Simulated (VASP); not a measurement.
Here is the system:

```
CELL_PARAMETERS angstrom
      1.91286     1.10439     3.27386
     -1.91286     1.10439     3.27386
      0.00000    -2.20878     3.27386
ATOMIC_POSITIONS crystal
  Mg 0.76240 0.76240 0.76240
  Se 0.23760 0.23760 0.23760
```

Method: r2SCAN meta-GGA, VASP's PBE PAW potentials (set 64) (plane waves; VASP). Settings: 400 eV cut-off, 8×8×8 Γ-centred mesh, Gaussian smearing of 0.050 eV, potentials Mg Se.

### Question
The ions, cell shape and volume are relaxed. Predict the relaxed structure.

### Answer

```
CELL_PARAMETERS angstrom
      1.93151     1.11516     3.15389
     -1.93151     1.11516     3.15389
      0.00000    -2.23032     3.15389
ATOMIC_POSITIONS crystal
  Mg 0.75009 0.75009 0.75009
  Se 0.24991 0.24991 0.24991
```
Space group Fm-3m (225), at a tolerance of 0.03 Å.

### Question
How do energy and volume change from the first to the last step?

### Answer
The energy (σ→0) changes by -40.7 meV/atom and the volume by -1.8 %, in 10 ionic steps.

| step | E(σ→0) (eV) | max force (eV/Å) | pressure (GPa) | volume (Å³) |
|---|---|---|---|---|
| 1 | -21.2969 | 0.498 | 0.43 | 41.50 |
| 2 | -21.3349 | 0.374 | -0.73 | 41.82 |
| 3 | -21.3489 | 0.234 | -1.79 | 42.20 |
| 4 | -21.3664 | 0.150 | 0.28 | 40.66 |
| 5 | -21.3666 | 0.133 | 0.61 | 40.46 |
| 6 | -21.3768 | 0.047 | 0.35 | 40.56 |
| 7 | -21.3782 | 0.001 | 0.25 | 40.62 |
| 8 | -21.3782 | 0.003 | 0.26 | 40.61 |
| 9 | -21.3782 | 0.005 | -0.18 | 40.89 |
| 10 | -21.3783 | 0.004 | 0.00 | 40.76 |

The structure was generated: MgSe was put into the alpha-GeTe type (R3m), which need not be its known phase. This run relaxes it. It ends in space group Fm-3m. Symmetry was kept, so distortions that lower it aren't found.
